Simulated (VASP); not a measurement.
The cell holds one KI (rock salt) (110) slab, with vacuum along c, ions free to move until forces fall under 0.03 eV/Å, no reconstruction beyond this cell, dipole correction on. Ionisation potential and electron affinity count from the cell's own band edges, surface states included.

```
CELL_PARAMETERS angstrom
      5.01602     0.00000     0.00000
      0.00000     7.09372     0.00000
      0.00000     0.00000    25.08235
ATOMIC_POSITIONS crystal
  K  0.00000 0.00000 0.35773
  K  0.50000 0.50000 0.44469
  K  0.00000 0.00000 0.55531
  K  0.50000 0.50000 0.64227
  I  0.50000 0.00000 0.45214
  I  0.00000 0.50000 0.34922
  I  0.50000 0.00000 0.65078
  I  0.00000 0.50000 0.54786
```

Computed with r2SCAN meta-GGA, VASP's PBE PAW potentials (set 64) (plane waves; VASP). Run with 400 eV cut-off, 4×3×1 Γ-centred mesh, Gaussian smearing of 0.050 eV, potentials K_sv I.

Slab and bulk use different k-meshes, so the surface energy is good to a few per cent at best. Unless said otherwise, spin-orbit coupling is left out, though it shifts the bands of the heavy elements here.

The surface energy is 0.21 J/m^2 and the ionisation potential is 5.64 eV. The electron affinity is 1.44 eV and the band gap (on the k-mesh) is 4.20 eV.

The cell is a thin slab with vacuum, built from KI (rock salt): (110) face.
